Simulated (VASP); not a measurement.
Input:

```
CELL_PARAMETERS angstrom
      0.00000     3.27126     3.27126
      3.27126     0.00000     3.27126
      3.27126     3.27126     0.00000
ATOMIC_POSITIONS crystal
  Sr 0.00000 0.00000 0.00000
  Te 0.50000 0.50000 0.50000
```

Method: r2SCAN+rVV10, VASP's PBE PAW potentials (set 64) (plane waves; VASP 6.6.1). Settings: 520 eV cut-off, 7×7×7 Γ-centred mesh, Gaussian smearing of 0.050 eV, potentials Sr_sv Te.

Q: Give the stress tensor in GPa (positive for a compressed cell).

A: 
```
2.56  0.00  0.00
0.00  2.56  0.00
0.00  0.00  2.56
```
The pressure is its mean diagonal, 2.56 GPa.

The compound is SrTe in the rock salt structure. This cell is one point of a volume scan, at 0.94 of the reference volume.
